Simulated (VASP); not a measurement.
Input:

```
CELL_PARAMETERS angstrom
      0.00000     2.77999     2.77999
      2.77999     0.00000     2.77999
      2.77999     2.77999     0.00000
ATOMIC_POSITIONS crystal
  Cd 0.00000 0.00000 0.00000
  F  0.25000 0.25000 0.25000
  F  0.75000 0.75000 0.75000
```

These are revPBE GGA, VASP's PBE PAW potentials (set 64) (plane waves; VASP) values and carry that method's errors. Settings: 520 eV cut-off, Gaussian smearing of 0.050 eV, potentials Cd F.

### Question
Give the energies of bands 3 to 14 at the high-symmetry points, in eV from the valence-band maximum.

### Answer

```tsv
band	Γ	X	U	L	W
3	-5.42	-5.16	-5.04	-5.18	-4.95
4	-5.42	-4.76	-4.84	-5.18	-4.75
5	-5.42	-4.76	-4.64	-4.55	-4.69
6	-4.61	-4.52	-4.62	-4.55	-4.63
7	-4.61	-4.40	-4.53	-4.41	-4.63
8	-0.75	-2.94	-3.04	-2.39	-3.13
9	-0.75	-2.46	-2.14	-1.86	-2.34
10	-0.75	-2.46	-2.09	-1.50	-1.32
11	-0.60	-0.34	-0.75	-1.50	-1.32
12	-0.60	-0.08	-0.25	-0.45	-0.41
13	-0.60	-0.08	-0.19	-0.45	0.00
14	2.89	7.33	7.29	6.56	7.38
```

The gap is indirect, 2.89 eV, from the valence maximum at W to the conduction minimum at Γ.

Measured: gap 7.80 eV (computed value off by -4.91 eV), as given by Giancarlo Cappellini et al., Physical Review B (2013), arXiv:1302.2571.

The compound is CdF2 in the fluorite structure. It was relaxed first, which changed the volume by +10 %.
